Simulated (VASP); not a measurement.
Here is the system:

```
Ti2O
1.0
    2.95408     0.00000     0.00000
   -1.47704     2.55831     0.00000
    0.00000     0.00000     4.82234
Ti O
2 1
Direct
  0.33333   0.66667   0.73005
  0.66667   0.33333   0.26995
  0.00000   0.00000   0.00000
```

All values below come from PBEsol GGA, VASP's PBE PAW potentials (set 64) (plane waves; VASP 6.6.1). Numerical set-up: 400 eV cut-off, 15×15×8 Γ-centred mesh, Fermi-Dirac smearing of 0.050 eV, potentials Ti_sv O.

### Question
Give the energies of bands 11 to 18 at the high-symmetry points, in eV from the Fermi level.

### Answer

```json
[
 {"band": "11", "Γ": "-5.87", "M": "-6.91", "K": "-7.49", "A": "-5.94", "L": "-6.93", "H": "-7.55"},
 {"band": "12", "Γ": "-5.87", "M": "-6.34", "K": "-6.76", "A": "-5.94", "L": "-6.27", "H": "-6.84"},
 {"band": "13", "Γ": "-3.73", "M": "-2.62", "K": "-1.78", "A": "-1.80", "L": "-1.63", "H": "-1.38"},
 {"band": "14", "Γ": "-0.22", "M": "-1.29", "K": "-1.18", "A": "-1.79", "L": "-1.28", "H": "-0.77"},
 {"band": "15", "Γ": "0.17", "M": "-0.50", "K": "-1.18", "A": "0.14", "L": "-0.54", "H": "-0.77"},
 {"band": "16", "Γ": "0.53", "M": "1.09", "K": "1.50", "A": "0.14", "L": "-0.41", "H": "1.23"},
 {"band": "17", "Γ": "0.53", "M": "1.74", "K": "1.50", "A": "1.20", "L": "0.97", "H": "1.23"},
 {"band": "18", "Γ": "1.04", "M": "2.79", "K": "2.10", "A": "1.89", "L": "2.75", "H": "1.40"}
]
```

It has no gap at this level: it comes out as a metal or semimetal.

The structure comes from a computed database's Ti2O entry (P-3m1); how it stands against other phases isn't given here. The cell was not relaxed at this level.
